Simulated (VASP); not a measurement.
Runs of VASP 6.6.1 on Te2Mo. Symmetry: P6_3/mmc, No. 194, hexagonal system. Conventional cell: a = 3.518 Å, b = 3.518 Å, c = 13.275 Å, α = 90.00°, β = 90.00°, γ = 120.00°. Around Te (site symmetry 3m) lie 3 Mo at 2.72 Å. Mo (site symmetry -6m2) has 6 Te at 2.72 Å as nearest neighbours. 

```csv
level,potentials or basis,gap on the mesh (eV),pressure (GPa)
PBE+D3(BJ),"VASP PAW PBE potentials, release 64 (Te, Mo_sv)",0.29,0.4
rev-vdW-DF2,"VASP PAW PBE potentials, release 64 (Te, Mo_sv)",(a),2.9
optB88-vdW,"VASP PAW PBE potentials, release 64 (Te, Mo_sv)",0.29,4.9
LDA,"VASP PAW LDA potentials, release 64 (Te, Mo_sv)",0.30,-0.3
```

Alike in all rows: task relaxation of the atoms; no spin polarisation; cell atoms relaxed; k mesh 10 × 10 × 3; cutoff (eV) 520; smearing gaussian 0.05 eV.

Question: Fill in the values left out.

Answer: (a) 0.27.

Caveats: spin-orbit coupling is left out, which moves the levels of the heavy elements; an odd mesh through Γ misses points on the zone boundary, where band edges often lie; the PAW data sets were made with another functional, which shifts forces and pressure a little (some runs).

A k mesh can miss the band edges, and the runs leave out spin-orbit coupling on Mo, Te.

Not every run made on this cell is shown here.
